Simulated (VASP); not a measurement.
Here is the system:

```xyz
2
Lattice="0.0000 3.3267 3.3267 3.3267 0.0000 3.3267 3.3267 3.3267 0.0000" Properties=species:S:1:pos:R:3 pbc="T T T"
Sn     0.0000     0.0000     0.0000
Se     1.6634     1.6634     1.6634
```

Computed with PBEsol GGA, VASP's PBE PAW potentials (set 64) (plane waves; VASP). Settings: 400 eV cut-off, 9×9×9 Γ-centred mesh, first-order Methfessel-Paxton smearing of 0.10 eV, potentials Sn_d Se.

Unless said otherwise, spin-orbit coupling is left out, though it shifts the bands of the heavy elements here.

**Question.** What does the run give for the energy per atom (σ→0), band gap (on the k-mesh) with the smallest direct gap where there is one?

**Answer.** 
```yaml
band gap (on the k-mesh): none (metal, semimetal or under 0.01 eV)
energy per atom (σ→0): -4.159 eV/atom
```

Only differences to runs with the same potentials and settings are physical.

The structure was generated: SnSe was put into the zinc blende type (F-43m), which need not be its known phase. It was relaxed first, which changed the volume by +38 %. The start is the result of an earlier pass.
